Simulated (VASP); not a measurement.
Given:

```yaml
crystal:
  lattice:
    - [0.00000, 2.85445, 2.85445]
    - [2.85445, 0.00000, 2.85445]
    - [2.85445, 2.85445, 0.00000]
  atoms:
    - { symbol: Ge, position: [0.50000, 0.50000, 0.50000] }
    - { symbol: Ge, position: [0.75000, 0.75000, 0.75000] }
```

All values below come from PBE GGA, VASP's PBE PAW potentials (set 64) (plane waves; VASP). Run with 300 eV cut-off, 13×13×13 Γ-centred mesh, Fermi-Dirac smearing of 0.050 eV, potentials Ge_d.

Give the energies of bands 12 to 17 at the high-symmetry points, in eV from the Fermi level.

| band | Γ | X | U | L | W |
|---|---|---|---|---|---|
| 12 | -0.21 | -8.79 | -8.21 | -7.47 | -8.70 |
| 13 | 0.00 | -2.98 | -4.19 | -1.36 | -3.77 |
| 14 | 0.00 | -2.98 | -2.55 | -1.36 | -3.77 |
| 15 | 0.00 | 0.79 | 1.18 | 0.10 | 4.22 |
| 16 | 2.54 | 0.79 | 4.03 | 3.74 | 4.22 |
| 17 | 2.54 | 9.29 | 7.05 | 3.74 | 4.71 |

It has no gap at this level: it comes out as a metal or semimetal.

The structure comes from a computed database's Ge entry; how it stands against other phases isn't given here. The cell was not relaxed at this level.
